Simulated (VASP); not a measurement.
Runs of VASP 6.6.1 on PtS2. It takes space group P-3m1 (No. 164, trigonal). Conventional cell: a = 3.543 Å, b = 3.543 Å, c = 5.039 Å, α = 90.00°, β = 90.00°, γ = 120.00°. Around Pt (site symmetry -3m) lie 6 S at 2.34 Å. Around S (site symmetry 3m) lie 3 Pt at 2.34 Å. 

```csv
level,k mesh,cutoff (eV),gap on the mesh (eV),pressure (GPa),relaxed volume (Å³/atom),largest force (eV/Å)
PBE,5 × 5 × 3,300,1.28,0.0,19.84,0.01
rev-vdW-DF2,9 × 9 × 5,600,0.39,0.0,18.17,0.01
PBEsol,9 × 9 × 5,600,0.38,0.0,(b),0.01
r2SCAN,9 × 9 × 5,600,1.41,0.0,20.34,0.01
PBE+D3(BJ),9 × 9 × 5,600,(c),0.0,(a),-
```

Alike in all rows: task relaxation of cell and atoms; potentials or basis VASP PAW PBE potentials, release 64 (Pt, S); no spin polarisation; cell relaxed; smearing gaussian 0.03 eV.

Question: Fill in the values left out.

Answer: (a) 17.30; (b) 17.68; (c) 0.17.

Caveats: spin-orbit coupling is left out, which moves the levels of the heavy elements; an odd mesh through Γ misses points on the zone boundary, where band edges often lie; the PAW data sets were made with another functional, which shifts forces and pressure a little (some runs); the cutoff is under 1.25 times the usual one of these potentials, so pressure, stress and relaxed cells hold a basis-set (Pulay) error (some runs); this functional lacks dispersion, which binds the layers, so the pressure and a relaxed spacing across them are unreliable (some runs); the volume moved by +11 % from the deposited cell, more than functionals usually miss (some runs).

A k mesh can miss the band edges, and the runs leave out spin-orbit coupling on Pt.

Not every run made on this cell is shown here.
